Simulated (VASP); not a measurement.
Data:

```xyz
2
Lattice="1.7058 -2.9545 0.0000 1.7058 2.9545 0.0000 0.0000 0.0000 5.3583" Properties=species:S:1:pos:R:3 pbc="T T T"
Y      1.7058     0.9848     1.3396
Y      1.7058    -0.9848     4.0188
```

Level of theory: LDA (Ceperley-Alder, Perdew-Zunger), VASP's LDA PAW potentials (set 64) (plane waves; VASP). Settings: 500 eV cut-off, 12×12×7 Γ-centred mesh, first-order Methfessel-Paxton smearing of 0.10 eV, potentials Y_sv.

Energy and stress use the plane-wave basis of the starting cell.

**Question.** The ions, cell shape and volume at an external pressure of 10.0 GPa are relaxed. Give the cell that the relaxation ends in.

**Answer.** 
```xyz
2
Lattice="1.6612 -2.8773 0.0000 1.6612 2.8773 0.0000 0.0000 0.0000 5.2325" Properties=species:S:1:pos:R:3 pbc="T T T"
Y      1.6612     0.9591     1.3081
Y      1.6612    -0.9591     3.9244
```
Space group P6_3/mmc (194), at a tolerance of 0.03 Å.

**Question.** How do energy and volume change from the first to the last step?

**Answer.** The energy (σ→0) changes by +91.0 meV/atom and the volume by -7.4 %, in 5 ionic steps.

The compound is Y in the hcp structure. This run relaxes it under an external pressure of 10 GPa. Symmetry was kept, so distortions that lower it aren't found.
